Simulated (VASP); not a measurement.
Energy against volume of SiO₂ (rutile). Level of theory: PBE GGA with D3 dispersion (Becke-Johnson damping), VASP's PBE PAW potentials (set 64) (plane waves; VASP). Numerical set-up: 520 eV cut-off, 5×5×8 Γ-centred mesh, Gaussian smearing of 0.050 eV, potentials Si O.

Shape and ions are relaxed at each volume.

```
V (Å³/atom)  E (eV/atom)
-----------  -----------
7.667           -7.94600
7.905           -7.95300
8.142           -7.94761
8.379           -7.93207
```

Question: Fit these four points and predict the energy of the run at 7.430 Å³/atom.

Answer: A cubic in V^(−2/3), the third-order Birch-Murnaghan form, passes through the four points with V0 = 7.91 Å³/atom and B0 = 276 GPa, and gives -7.9241 eV/atom there. The run gave -7.9240 eV/atom, +0.1 meV/atom from the fit; all five points give B0 = 276 GPa.

The compound is SiO2 in the rutile structure, stishovite, a high-pressure form. It was relaxed first.
